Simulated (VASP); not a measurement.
Here is the system:

```
Sn
1.0
   -2.92280     2.92280     1.58772
    2.92280    -2.92280     1.58772
    2.92280     2.92280    -1.58772
Sn
2
Direct
  0.25000   0.75000   0.50000
  0.00000   0.00000   0.00000
```

Level of theory: r2SCAN+rVV10, VASP's PBE PAW potentials (set 64) (plane waves; VASP 6.6.1). Numerical set-up: 520 eV cut-off, 15×15×15 Γ-centred mesh, tetrahedra with Blöchl corrections, potentials Sn_d.

Unless said otherwise, spin-orbit coupling is left out, though it shifts the bands of the heavy elements here.

Problem. Estimate the energy per atom (σ→0), band gap (over mesh and band path) with the smallest direct gap where there is one.

Solution. 
```yaml
band gap (over mesh and band path): none (metal, semimetal or under 0.01 eV)
energy per atom (σ→0): -24.268 eV/atom
```

Total energies compare only between runs with the same potentials, cut-off and functional.

The compound is Sn in the beta structure. It was relaxed first.
